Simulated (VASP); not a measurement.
## LiBe16 (a cell with a defect): relaxation of the atoms with PBE+D3(BJ)

Crystal: LiBe16 (a cell with a defect).

```
CELL_PARAMETERS angstrom
-2.29000 -3.96640 0.00000
3.43500 -1.98320 0.00000
0.00000 0.00000 7.17686
ATOMIC_POSITIONS crystal
Be 0.75000 0.50000 0.00000
Be 0.50000 0.33333 0.25000
Be 0.75000 0.50000 0.50000
Be 0.50000 0.33333 0.75000
Be 0.50000 0.00000 0.00000
Be 0.25000 0.83333 0.25000
Be 0.50000 0.00000 0.50000
Be 0.25000 0.83333 0.75000
Be 0.25000 0.50000 0.00000
Be 0.00000 0.33333 0.25000
Be 0.25000 0.50000 0.50000
Be 0.00000 0.33333 0.75000
Be 0.00000 0.00000 0.00000
Be 0.75000 0.83333 0.25000
Be 0.00000 0.00000 0.50000
Be 0.75000 0.83333 0.75000
Li 0.49466 0.66738 0.62055
```

The cell was built by a generator and needn't be a form met in nature.

- Program: VASP 6.6.1
- Task: relaxation of the atoms
- Functional: PBE
- Dispersion: D3(BJ)
- Potentials or basis: VASP PAW PBE potentials, release 64 (Be, Li_sv)
- Cutoff: 520 eV
- k mesh: 4 × 4 × 3
- Occupations: gaussian, width 0.1 eV
- Spin: no spin polarisation
- Dipole correction: no
- Further INCAR settings: LREAL = Auto; ALGO = Normal; EDIFF = 1e-06; IBRION = 2; EDIFFG = -0.03; NSW = 80

| Item | Value |
| --- | --- |
| Energy gained by relaxing | 270.1 meV/atom |
| Ionic steps | 77 |
| Largest force after relaxing | 0.022 eV/Å |
| Band gap on the k mesh | none (metal or under the smearing width) |
| Dispersion energy per atom | -0.370 eV |

Forces in eV/Å, atoms in the order of the input:
```
Be  -0.003  0.003 -0.004
Be   0.011  0.003 -0.009
Be   0.011  0.009  0.005
Be   0.000  0.008  0.000
Be   0.006 -0.005  0.011
Be  -0.010 -0.005 -0.009
Be  -0.003 -0.013 -0.010
Be  -0.012  0.004  0.005
Be   0.003 -0.006  0.003
Be  -0.009 -0.004  0.008
Be  -0.003 -0.019  0.011
Be  -0.011  0.014  0.001
Be   0.001 -0.002  0.004
Be   0.007  0.005 -0.001
Be   0.014 -0.005 -0.017
Be  -0.007  0.004  0.008
Li   0.005  0.011 -0.007
```

Step by step:
```tsv
step	energy change (eV)	largest force (eV/Å)	pressure (GPa)
1	0.0000	5.0386	5.90
3	-3.3017	1.4423	4.30
5	-3.5657	0.5036	3.85
7	-3.7304	0.3566	4.09
9	-3.8019	0.2555	4.49
11	-3.8236	0.1480	4.45
13	-3.8312	0.0766	4.48
15	-3.8342	0.0574	4.53
17	-3.8366	0.0541	4.59
19	-3.8384	0.0513	4.65
21	-3.8404	0.0506	4.72
23	-3.8423	0.0623	4.79
25	-3.8451	0.0879	4.89
27	-3.8531	0.4541	5.15
29	-3.8543	0.4773	5.18
31	-3.8585	0.5932	5.28
33	-3.8650	0.7546	5.49
35	-3.8888	0.5709	5.61
37	-3.9425	0.7315	5.28
39	-4.0037	0.7313	5.02
41	-4.0992	0.6196	4.79
43	-4.2777	0.5493	4.73
45	-4.3715	0.4588	4.64
47	-4.4238	0.2692	4.49
49	-4.4639	0.2512	4.28
51	-4.4922	0.2286	4.14
53	-4.5195	0.2013	4.05
55	-4.5325	0.1517	4.01
57	-4.5442	0.1004	3.92
59	-4.5508	0.0913	3.82
61	-4.5556	0.1246	3.77
63	-4.5610	0.1298	3.72
65	-4.5701	0.1119	3.69
67	-4.5815	0.1148	3.72
69	-4.5850	0.2045	3.69
71	-4.5885	0.0614	3.69
73	-4.5901	0.0751	3.69
75	-4.5907	0.0398	3.68
77	-4.5911	0.0223	3.66
```

Final structure:
```yaml
crystal:
  lattice:
    - [-2.29000, -3.96640, 0.00000]
    - [3.43500, -1.98320, 0.00000]
    - [0.00000, 0.00000, 7.17686]
  atoms:
    - { symbol: Be, position: [0.76257, 0.52835, 0.00710] }
    - { symbol: Be, position: [0.51187, 0.34890, 0.25217] }
    - { symbol: Be, position: [0.78183, 0.43896, 0.50571] }
    - { symbol: Be, position: [0.51299, 0.34971, 0.76253] }
    - { symbol: Be, position: [0.51045, 0.03493, 0.00737] }
    - { symbol: Be, position: [0.25474, 0.90448, 0.25320] }
    - { symbol: Be, position: [0.57268, 0.04023, 0.50827] }
    - { symbol: Be, position: [0.25514, 0.90662, 0.76091] }
    - { symbol: Be, position: [0.26667, 0.54949, 0.00663] }
    - { symbol: Be, position: [0.01724, 0.40683, 0.25226] }
    - { symbol: Be, position: [0.18694, 0.22099, 0.50533] }
    - { symbol: Be, position: [0.01769, 0.40886, 0.75948] }
    - { symbol: Be, position: [0.00780, 0.04381, 0.00692] }
    - { symbol: Be, position: [0.74197, 0.84494, 0.25307] }
    - { symbol: Be, position: [0.97640, 0.83244, 0.50912] }
    - { symbol: Be, position: [0.74092, 0.84522, 0.76296] }
    - { symbol: Li, position: [0.37676, 0.62928, 0.50753] }
```

Levels at points of the mesh, in eV from the Fermi level:
```tsv
k point	band 15	band 16	band 17	band 18	band 19	band 20
(0.00, 0.00, 0.00)	-3.32	-1.39	0.04	0.29	0.50	0.94
(0.50, 0.00, 0.00)	-2.21	-1.85	-1.55	-0.10	0.25	0.27
(0.00, 0.50, 0.00)	-3.10	-2.62	-2.40	-0.50	0.64	1.18
(0.50, 0.50, 0.00)	-1.13	-0.62	-0.06	0.15	0.49	0.53
```

It took 43 min on 1 thread of Intel(R) Xeon(R) 6975P-C (Granite Rapids) (shared host), peak memory 0.33 GiB.

Caveat: the k mesh is coarse (spacing up to 0.40 Å⁻¹), so the values aren't converged; the cutoff is under 1.25 times the usual one of these potentials, so pressure, stress and relaxed cells hold a basis-set (Pulay) error.
